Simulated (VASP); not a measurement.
# Cu (Copper): cell size and functional, part 2 of 2

Aim: relax Cu (Copper) at several levels of theory and compare the cells. The starting structure is a measured crystal structure from the Crystallography Open Database. The first relaxation on each setting starts from this cell expanded by 3 % in volume.

VASP 6.6.1.

Results so far: PBEsol 11.32 Å³ an atom; LDA 10.90 Å³ an atom; PBE 11.94 Å³ an atom.

## 5. Relaxation with PBEsol + D3(BJ)

Level of this step: PBEsol with D3(BJ); plane waves and PAW (Cu) (VASP).

D3 with Becke-Johnson damping keeps a finite attraction at short range. This run starts from the cell of an earlier relaxation, which isn't shown; the restart sets up the plane waves anew.

INCAR reads:

```
SYSTEM = Cu
PREC = Accurate
ENCUT = 450
EDIFF = 1E-06
NELM = 100
ISMEAR = 1
SIGMA = 0.15
LREAL = .FALSE.
ALGO = Normal
GGA = PS
IVDW = 12
NBANDS = 11
LASPH = .TRUE.
LORBIT = 11
LWAVE = .FALSE.
LCHARG = .FALSE.
KPAR = 8
IBRION = 2
NSW = 50
ISIF = 3
EDIFFG = -0.006
```

POSCAR reads:

```
Cu
1.0
    0.0000000000      1.7563393990      1.7563393990
    1.7563393990      0.0000000000      1.7563393990
    1.7563393990      1.7563393990      0.0000000000
Cu
1
Direct
    0.0000000000      0.0000000000      0.0000000000
```

KPOINTS reads:

```
Automatic mesh
0
Gamma
22 22 22
0 0 0
```

The projector-augmented-wave data sets are Cu (PBE family, release 64).

The run is started by

```sh
mpirun -np 8 vasp_std
```

Log:

```text
[banner, memory and clock lines left out]
running    8 mpi-ranks, on    1 nodes
[...]
[... a notice as in an earlier step ...]

 [... a notice as in an earlier step ...]

 LDA part: xc-table for (Slater+PW92), standard interpolation
 POSCAR, INCAR and KPOINTS ok, starting setup
[...]
entering main loop
       N       E                     dE             d eps       ncg     rms          rms(c)
DAV:   1     0.364597046560E+02    0.36460E+02   -0.50260E+03  7967   0.155E+03
DAV:   2    -0.448630040873E+01   -0.40946E+02   -0.37800E+02  7390   0.193E+02
DAV:   3    -0.539972926918E+01   -0.91343E+00   -0.90875E+00  8253   0.359E+01
DAV:   4    -0.540501756259E+01   -0.52883E-02   -0.52876E-02  7996   0.236E+00
[...]
DAV:   9    -0.429445048171E+01    0.15752E-02   -0.82457E-03  8560   0.166E+00    0.194E-02
DAV:  10    -0.429446031398E+01   -0.98323E-05   -0.25980E-05  8917   0.776E-02    0.669E-03
DAV:  11    -0.429446109264E+01   -0.77866E-06   -0.83126E-07  5193   0.191E-02
[...]
DAV:   2    -0.429327031856E+01    0.20835E-02   -0.37767E-02  8287   0.386E+00    0.161E-01
DAV:   3    -0.429248010344E+01    0.79022E-03   -0.52917E-03  8310   0.149E+00    0.622E-02
DAV:   4    -0.429240042481E+01    0.79679E-04   -0.91313E-05  8643   0.992E-02    0.201E-03
DAV:   5    -0.429240028461E+01    0.14019E-06   -0.56399E-07  5489   0.844E-03
   2 F= -.48661808E+01 E0= -.48662656E+01  d E =-.141006E-04
 trial-energy change:   -0.000014  1 .order   -0.000011   -0.000089    0.000068
 step:   0.5682(harm=  0.5682)  dis= 0.00000  next Energy=    -4.866192 (dE=-0.253E-04)
[...]
N       E                     dE             d eps       ncg     rms          rms(c)
DAV:   1    -0.429386114650E+01   -0.14607E-02   -0.94034E-03  8482   0.220E+00    0.192E-01
DAV:   2    -0.429347060592E+01    0.39054E-03   -0.69204E-03  8290   0.165E+00    0.684E-02
DAV:   3    -0.429332693972E+01    0.14367E-03   -0.97037E-04  8260   0.638E-01    0.270E-02
DAV:   4    -0.429331193692E+01    0.15003E-04   -0.18225E-05  8657   0.453E-02    0.113E-03
DAV:   5    -0.429331204225E+01   -0.10533E-06   -0.10543E-07  4439   0.361E-03
   3 F= -.48661959E+01 E0= -.48662811E+01  d E =-.292017E-04
[...]
reached required accuracy - stopping structural energy minimisation
```

Wall time 22 s (8 MPI ranks of AMD EPYC 7R43, shared host); peak memory 0.96 GiB.

OUTCAR, selected parts (step 5):

```text
 Edisp (eV)   -0.57378

 Edisp (eV)   -0.57288

  Total       0.00311     0.00311     0.00311    -0.00000    -0.00000     0.00000
  in kB       0.46115     0.46115     0.46115    -0.00000    -0.00000     0.00000
  external pressure =        0.46 kB  Pullay stress =        0.00 kB

  FREE ENERGIE OF THE ION-ELECTRON SYSTEM (eV)
  ---------------------------------------------------
  free  energy   TOTEN  =        -4.8661958612 eV

  energy  without entropy=       -4.8664516061  energy(sigma->0) =       -4.86628111

[... 3 parts as in an earlier step ...]

[... 2 further parts left out ...]
[key lines of the parts left out:]
E-fermi :   8.5458
```

With PBEsol + D3(BJ) the relaxed cell holds 10.814 Å³ an atom, -8.44 % against the measured cell, with a = 3.510 Å. That is -4.44 % from PBEsol. Pressures at 0.985 and 1.015 times this volume, from two more relaxations that aren't shown, give a bulk modulus of 192.7 GPa.

## 6. Relaxation with r2SCAN

r2SCAN adds the kinetic-energy density, costs more than a GGA and is run with LASPH. This run starts from the cell of an earlier relaxation, which isn't shown; the restart sets up the plane waves anew.

INCAR: that of step 5 with these lines changed.

```diff
@@ -9,6 +9,5 @@
 ALGO = Normal
-GGA = PS
-IVDW = 12
+METAGGA = R2SCAN
+LASPH = .TRUE.
 NBANDS = 11
-LASPH = .TRUE.
 LORBIT = 11
```

POSCAR reads:

```
Cu
1.0
    0.0000000000      1.7894123404      1.7894123404
    1.7894123404      0.0000000000      1.7894123404
    1.7894123404      1.7894123404      0.0000000000
Cu
1
Direct
    0.0000000000      0.0000000000      0.0000000000
```

KPOINTS is that of step 5.

The run is started by

```sh
mpirun -np 8 vasp_std
```

Log:

```text
[banner, memory and clock lines left out]
running    8 mpi-ranks, on    1 nodes
[...]
[... a notice as in an earlier step ...]

 [... a notice as in an earlier step ...]

 LDA part: xc-table for (None), standard interpolation
 POSCAR, INCAR and KPOINTS ok, starting setup
[...]
entering main loop
       N       E                     dE             d eps       ncg     rms          rms(c)
DAV:   1     0.315379354584E+02    0.31538E+02   -0.51693E+03  7732   0.156E+03
DAV:   2    -0.122584784862E+02   -0.43796E+02   -0.40996E+02  7381   0.201E+02
DAV:   3    -0.133611783904E+02   -0.11027E+01   -0.10987E+01  8214   0.398E+01
DAV:   4    -0.133691816774E+02   -0.80033E-02   -0.80022E-02  7998   0.296E+00
[...]
DAV:  11    -0.108276012454E+02   -0.30947E-04   -0.61799E-05  8671   0.146E-01    0.335E-02
DAV:  12    -0.108275942090E+02    0.70364E-05   -0.13880E-04  8349   0.232E-01    0.417E-03
DAV:  13    -0.108275949186E+02   -0.70954E-06   -0.73451E-07  6871   0.986E-03
[...]
DAV:   6    -0.108274212052E+02    0.13284E-05   -0.10293E-06  5912   0.198E-02    0.177E-03
DAV:   7    -0.108274207678E+02    0.43741E-06   -0.27848E-07  3809   0.935E-03
   2 F= -.10827421E+02 E0= -.10827479E+02  d E =0.174151E-03
 trial-energy change:    0.000174  1 .order    0.000051   -0.000310    0.000412
 step:   0.2416(harm=  0.4292)  dis= 0.00000  next Energy=   -10.827631 (dE=-0.357E-04)
[...]
N       E                     dE             d eps       ncg     rms          rms(c)
DAV:   1    -0.108336350855E+02   -0.62139E-02   -0.10604E-01  8572   0.740E+00    0.635E-01
DAV:   2    -0.108294329262E+02    0.42022E-02   -0.79680E-02  8368   0.549E+00    0.233E-01
DAV:   3    -0.108277327776E+02    0.17001E-02   -0.12751E-02  8494   0.221E+00    0.983E-02
DAV:   4    -0.108276120712E+02    0.12071E-03   -0.68291E-04  8496   0.327E-01    0.214E-02
DAV:   5    -0.108276005841E+02    0.11487E-04   -0.44210E-05  8109   0.131E-01    0.535E-03
DAV:   6    -0.108276017329E+02   -0.11487E-05   -0.62890E-07  4832   0.158E-02    0.163E-03
DAV:   7    -0.108276021070E+02   -0.37410E-06   -0.23572E-07  3728   0.831E-03
   3 F= -.10827602E+02 E0= -.10827660E+02  d E =-.718838E-05
[...]
reached required accuracy - stopping structural energy minimisation
```

Run time: 2.1 min. Hardware: 8 MPI ranks; peak memory 0.84 GiB.

OUTCAR, selected parts (step 6):

```text
  Total        0.0017790      0.0017790      0.0017790      0.0000000     -0.0000000      0.0000000
  in kB        0.2491365      0.2491365      0.2491365      0.0000000     -0.0000000      0.0000000
  external PRESSURE =       0.2491365 kB  Pullay stress =       0.0000000 kB

 POSITION                                       TOTAL-FORCE (eV/Angst)
 -----------------------------------------------------------------------------------
      0.00000      0.00000      0.00000         0.000000      0.000000      0.000000
 -----------------------------------------------------------------------------------
    total drift:                                0.000000     -0.000000      0.000000

  FREE ENERGIE OF THE ION-ELECTRON SYSTEM (eV)
  ---------------------------------------------------
  free  energy   TOTEN  =       -10.8276021070 eV

  energy  without entropy=      -10.8277764044  energy(sigma->0) =      -10.82766021

[... 2 parts as in an earlier step ...]

[... 2 further parts left out ...]
[key lines of the parts left out:]
E-fermi :   7.7892
```

With r2SCAN the relaxed cell holds 11.441 Å³ an atom, -3.13 % against the measured cell, with a = 3.577 Å. That is +1.10 % from PBEsol. Pressures at 0.985 and 1.015 times this volume, from two more relaxations that aren't shown, give a bulk modulus of 167.1 GPa.

## 7. Relaxation with r2SCAN + rVV10

rVV10 adds a nonlocal correlation energy for dispersion. This run starts from the cell of an earlier relaxation, which isn't shown; the restart sets up the plane waves anew.

INCAR: that of step 6 with these lines changed.

```diff
@@ -10,2 +10,6 @@
 METAGGA = R2SCAN
+LUSE_VDW = .TRUE.
+IVDW_NL = 2
+BPARAM = 11.95
+CPARAM = 0.0093
 LASPH = .TRUE.
```

POSCAR reads:

```
Cu
1.0
    0.0000000000      1.7832292304      1.7832292304
    1.7832292304      0.0000000000      1.7832292304
    1.7832292304      1.7832292304      0.0000000000
Cu
1
Direct
    0.0000000000      0.0000000000      0.0000000000
```

KPOINTS is that of step 6.

The run is started by

```sh
mpirun -np 8 vasp_std
```

Log:

```text
[banner, memory and clock lines left out]
running    8 mpi-ranks, on    1 nodes
[...]
[... a notice as in an earlier step ...]

|                                                                             |
|               ----> ADVICE to this user running VASP <----                  |
|                                                                             |
|     You have switched on vdW-DFT.                                           |
|     This routine was written and supplied by Jiri Klimes. We recommend      |
|     that you carefully read and cite the following publications:            |
|       J. Klimes, D.R. Bowler, A. Michelides                                 |
|          J. Phys.: Cond Matt. 22 022201 (2010)                              |
|       J. Klimes, D.R. Bowler, A. Michelides                                 |
|          Phys. Rev. B. 83, 195131 (2011)                                    |
|     and references therein.                                                 |
[...]
Total rVV10 correction in eV:      0.2882041    11.9254002
Total rVV10 correction in eV:      0.2882041    11.9254002
Total rVV10 correction in eV:      0.2882041    11.9254002
DAV:   7    -0.105379173722E+02   -0.37347E-06   -0.22372E-07  3731   0.806E-03
Total rVV10 correction in eV:      0.2882055    11.9254002
Total rVV10 correction in eV:      0.2882055    11.9254002
Total rVV10 correction in eV:      0.2882055    11.9254002
Total rVV10 correction in eV:      0.2882055    11.9254002
Total rVV10 correction in eV:      0.2882055    11.9254002
Total rVV10 correction in eV:      0.2882055    11.9254002
Total rVV10 correction in eV:      0.2882055    11.9254002
Total rVV10 correction in eV:      0.2882055    11.9254002
Total rVV10 correction in eV:      0.2882052    11.9254002
Total rVV10 correction in eV:      0.2882052    11.9254002
Total rVV10 correction in eV:      0.2882052    11.9254002
Total rVV10 correction in eV:      0.2882052    11.9254002
Total rVV10 correction in eV:      0.2882052    11.9254002
Total rVV10 correction in eV:      0.2882052    11.9254002
Total rVV10 correction in eV:      0.2882052    11.9254002
Total rVV10 correction in eV:      0.2882052    11.9254002
   3 F= -.10537917E+02 E0= -.10537979E+02  d E =-.125163E-04
[...]
reached required accuracy - stopping structural energy minimisation
```

It took 2.9 min on 8 MPI ranks; peak memory 1.2 GiB; 19 min of CPU time.

OUTCAR, selected parts (step 7):

```text
  Total        0.0003857      0.0003857      0.0003857      0.0000000     -0.0000000      0.0000000
  in kB        0.0545789      0.0545789      0.0545789      0.0000000     -0.0000000      0.0000000
  external PRESSURE =       0.0545789 kB  Pullay stress =       0.0000000 kB

  FREE ENERGIE OF THE ION-ELECTRON SYSTEM (eV)
  ---------------------------------------------------
  free  energy   TOTEN  =       -10.5379173722 eV

  energy  without entropy=      -10.5381010459  energy(sigma->0) =      -10.53797860

[... 3 parts as in an earlier step ...]

[... 2 further parts left out ...]
[key lines of the parts left out:]
E-fermi :   7.9049
```

With r2SCAN + rVV10 the relaxed cell holds 11.321 Å³ an atom, -4.14 % against the measured cell, with a = 3.564 Å. That is +0.05 % from PBEsol. Pressures at 0.985 and 1.015 times this volume, from two more relaxations that aren't shown, give a bulk modulus of 173.2 GPa.

## 8. Relaxation with rev-vdW-DF2

rev-vdW-DF2 revises the exchange of vdW-DF2 for solids. This run starts from the cell of an earlier relaxation, which isn't shown; the restart sets up the plane waves anew.

INCAR: that of step 7 with these lines changed.

```diff
@@ -9,7 +9,8 @@
 ALGO = Normal
-METAGGA = R2SCAN
+GGA = MK
+AGGAC = 0
 LUSE_VDW = .TRUE.
-IVDW_NL = 2
-BPARAM = 11.95
-CPARAM = 0.0093
+PARAM1 = 0.1234
+PARAM2 = 0.711357
+ZAB_VDW = -1.8867
 LASPH = .TRUE.
```

POSCAR reads:

```
Cu
1.0
    0.0000000000      1.8007713206      1.8007713206
    1.8007713206      0.0000000000      1.8007713206
    1.8007713206      1.8007713206      0.0000000000
Cu
1
Direct
    0.0000000000      0.0000000000      0.0000000000
```

KPOINTS is that of step 7.

The run is started by

```sh
mpirun -np 8 vasp_std
```

Log:

```text
[banner, memory and clock lines left out]
running    8 mpi-ranks, on    1 nodes
[...]
[... a notice as in an earlier step ...]

 [... a notice as in an earlier step ...]

 [... a notice as in an earlier step ...]

 LDA part: xc-table for (Slater+PW92), standard interpolation
 POSCAR, INCAR and KPOINTS ok, starting setup
[...]
entering main loop
       N       E                     dE             d eps       ncg     rms          rms(c)
DAV:   1     0.407171510030E+02    0.40717E+02   -0.50462E+03  7847   0.151E+03
DAV:   2    -0.113556737753E+01   -0.41853E+02   -0.38898E+02  7342   0.192E+02
DAV:   3    -0.210612650008E+01   -0.97056E+00   -0.96477E+00  8328   0.363E+01
DAV:   4    -0.211224982618E+01   -0.61233E-02   -0.61226E-02  8016   0.252E+00
[...]
DAV:   9    -0.121439077764E+01    0.16039E-02   -0.94517E-03  8489   0.178E+00    0.261E-02
DAV:  10    -0.121439708472E+01   -0.63071E-05   -0.41391E-05 10709   0.108E-01    0.686E-03
DAV:  11    -0.121439744986E+01   -0.36514E-06   -0.69799E-07  6449   0.141E-02
   1 F= -.12143974E+01 E0= -.12144514E+01  d E =-.121440E+01
[...]
reached required accuracy - stopping structural energy minimisation
```

Wall time 16 s (8 MPI ranks); peak memory 1.7 GiB; 2.1 min of CPU time.

OUTCAR, selected parts (step 8):

```text
  Total       -0.0019414     -0.0019414     -0.0019414      0.0000000     -0.0000000      0.0000000
  in kB       -0.2663315     -0.2663315     -0.2663315      0.0000000     -0.0000000      0.0000000
  external PRESSURE =      -0.2663315 kB  Pullay stress =       0.0000000 kB

  FREE ENERGIE OF THE ION-ELECTRON SYSTEM (eV)
  ---------------------------------------------------
  free  energy   TOTEN  =        -1.2143974499 eV

  energy  without entropy=       -1.2145593427  energy(sigma->0) =       -1.21445141

[... 3 parts as in an earlier step ...]

[... 2 further parts left out ...]
[key lines of the parts left out:]
E-fermi :   7.5686
```

With rev-vdW-DF2 the relaxed cell holds 11.679 Å³ an atom, -1.11 % against the measured cell, with a = 3.602 Å. That is +3.21 % from PBEsol. Pressures at 0.985 and 1.015 times this volume, from two more relaxations that aren't shown, give a bulk modulus of 149.1 GPa.

## 9. Relaxation with PBEsol + D4

D4 lets the coefficients depend on atomic charges too. This run starts from the cell of an earlier relaxation, which isn't shown; the restart sets up the plane waves anew.

INCAR: that of step 8 with these lines changed.

```diff
@@ -9,10 +9,6 @@
 ALGO = Normal
-GGA = MK
-AGGAC = 0
-LUSE_VDW = .TRUE.
-PARAM1 = 0.1234
-PARAM2 = 0.711357
-ZAB_VDW = -1.8867
+GGA = PS
+IVDW = 13
+NBANDS = 11
 LASPH = .TRUE.
-NBANDS = 11
 LORBIT = 11
```

POSCAR reads:

```
Cu
1.0
    0.0000000000      1.7681962447      1.7681962447
    1.7681962447      0.0000000000      1.7681962447
    1.7681962447      1.7681962447      0.0000000000
Cu
1
Direct
    0.0000000000      0.0000000000      0.0000000000
```

KPOINTS is that of step 8.

The run is started by

```sh
mpirun -np 8 vasp_std
```

Log:

```text
[... set-up lines as in an earlier step ...]
 entering main loop
       N       E                     dE             d eps       ncg     rms          rms(c)
DAV:   1     0.362007275007E+02    0.36201E+02   -0.50988E+03  8016   0.154E+03
DAV:   2    -0.450469089670E+01   -0.40705E+02   -0.37561E+02  7357   0.191E+02
DAV:   3    -0.540383562353E+01   -0.89914E+00   -0.89424E+00  8273   0.354E+01
DAV:   4    -0.540919622280E+01   -0.53606E-02   -0.53600E-02  7987   0.240E+00
[...]
DAV:   9    -0.430401993093E+01    0.16900E-02   -0.90996E-03  8532   0.174E+00    0.202E-02
DAV:  10    -0.430402901711E+01   -0.90862E-05   -0.27627E-05  9421   0.823E-02    0.674E-03
DAV:  11    -0.430402991076E+01   -0.89365E-06   -0.78554E-07  5215   0.186E-02
   1 F= -.46479382E+01 E0= -.46480266E+01  d E =-.464794E+01
[...]
N       E                     dE             d eps       ncg     rms          rms(c)
DAV:   1    -0.430506742860E+01   -0.10384E-02   -0.32694E-02  8500   0.407E+00    0.360E-01
DAV:   2    -0.430375030360E+01    0.13171E-02   -0.25003E-02  8302   0.312E+00    0.134E-01
DAV:   3    -0.430321308623E+01    0.53722E-03   -0.36360E-03  8292   0.123E+00    0.502E-02
DAV:   4    -0.430316171663E+01    0.51370E-04   -0.60060E-05  8785   0.803E-02    0.165E-03
DAV:   5    -0.430316160224E+01    0.11439E-06   -0.35528E-07  5183   0.654E-03
   2 F= -.46479508E+01 E0= -.46480390E+01  d E =-.125569E-04
 trial-energy change:   -0.000013  1 .order   -0.000009   -0.000057    0.000038
 step:   0.5991(harm=  0.5991)  dis= 0.00000  next Energy=    -4.647955 (dE=-0.170E-04)
[...]
N       E                     dE             d eps       ncg     rms          rms(c)
DAV:   1    -0.430382824632E+01   -0.66653E-03   -0.52038E-03  8485   0.163E+00    0.144E-01
DAV:   2    -0.430361513565E+01    0.21311E-03   -0.39606E-03  8296   0.124E+00    0.532E-02
DAV:   3    -0.430353060523E+01    0.84530E-04   -0.57674E-04  8281   0.489E-01    0.202E-02
DAV:   4    -0.430352231298E+01    0.82923E-05   -0.10193E-05  8394   0.337E-02    0.817E-04
DAV:   5    -0.430352238927E+01   -0.76296E-07   -0.63867E-08  4001   0.272E-03
   3 F= -.46479581E+01 E0= -.46480464E+01  d E =-.198734E-04
[...]
reached required accuracy - stopping structural energy minimisation
```

The job ended after 21 s (8 MPI ranks; peak memory 0.89 GiB).

OUTCAR, selected parts (step 9):

```text
  Edisp (eV):   -0.34444

  Total       0.00180     0.00180     0.00180    -0.00000     0.00000    -0.00000
  in kB       0.26068     0.26068     0.26068    -0.00000     0.00000    -0.00000
  external pressure =        0.26 kB  Pullay stress =        0.00 kB

 POSITION                                       TOTAL-FORCE (eV/Angst)
 -----------------------------------------------------------------------------------
      0.00000      0.00000      0.00000         0.000000     -0.000000      0.000000
 -----------------------------------------------------------------------------------
    total drift:                                0.000000      0.000000      0.000000

  FREE ENERGIE OF THE ION-ELECTRON SYSTEM (eV)
  ---------------------------------------------------
  free  energy   TOTEN  =        -4.6479580893 eV

  energy  without entropy=       -4.6482230027  energy(sigma->0) =       -4.64804639

[... 2 parts as in an earlier step ...]

[... 2 further parts left out ...]
[key lines of the parts left out:]
E-fermi :   8.2621
```

With PBEsol + D4 the relaxed cell holds 11.038 Å³ an atom, -6.54 % against the measured cell, with a = 3.534 Å. That is -2.46 % from PBEsol. Pressures at 0.985 and 1.015 times this volume, from two more relaxations that aren't shown, give a bulk modulus of 182.3 GPa.

## 10. Comparison

```csv
level,volume (Å³/atom),against the measured cell (%),a (Å),bulk modulus (GPa),pressure left (GPa),core minutes
PBEsol,11.316,-4.19,3.5638,169.2,0.03,6.93
LDA,10.901,-7.7,3.5197,188.5,0.05,7.47
PBE,11.942,1.12,3.6284,140.0,0.04,6.8
PBEsol + D3(BJ),10.814,-8.44,3.5103,192.7,0.05,8.67
r2SCAN,11.441,-3.13,3.5769,167.1,0.02,50.3
r2SCAN + rVV10,11.321,-4.14,3.5644,173.2,0.01,75.0
rev-vdW-DF2,11.679,-1.11,3.6015,149.1,-0.03,7.11
PBEsol + D4,11.038,-6.54,3.5344,182.3,0.03,8.0
```

Core minutes are wall time times ranks, summed over the relaxations behind a row (those for a bulk modulus apart), on shared hosts.

## 11. What came out

```yaml
volume_pbesol: 11.32 Å³/atom
volume_lda: 10.90 Å³/atom
volume_pbe: 11.94 Å³/atom
volume_pbesol_d3_bj: 10.81 Å³/atom
volume_r2scan: 11.44 Å³/atom
volume_r2scan_rvv10: 11.32 Å³/atom
volume_rev_vdw_df2: 11.68 Å³/atom
volume_pbesol_d4: 11.04 Å³/atom
```

What this shows: Across 8 levels the volume of Cu (Copper) spans 10.4 %, from 10.81 Å³ an atom (PBEsol + D3(BJ)) to 11.94 Å³ (PBE). Against the measured volume of the starting structure, rev-vdW-DF2 comes nearest (-1.1 %) and PBEsol + D3(BJ) lies farthest (-8.4 %). The measured cell holds zero-point expansion and, unless it was taken cold, thermal expansion, which the runs lack, so small differences decide nothing. Adding D3(BJ) to PBEsol changes the volume by -4.4 %. Adding rVV10 to r2SCAN changes the volume by -1.0 %. Adding D4 to PBEsol changes the volume by -2.5 %. The bulk modulus goes from 140.0 GPa (PBE) to 192.7 GPa (PBEsol + D3(BJ)). All runs keep the symmetry of the start, so they can't find a distortion of lower symmetry. Further runs on this material are not shown.

[Lines on the potential files, build, host, timing and source positions are cut from VASP's logs without a mark.]

[Logs are printed without paths, hosts, clocks, repeated set-up lines and the standing remarks that a program may print on its own settings, such as how far it seeks lower states.]

[Hosts, paths, dates, database ids (printed as entryN), source tags and the programs' standing remarks are cut or masked in the printed files.]
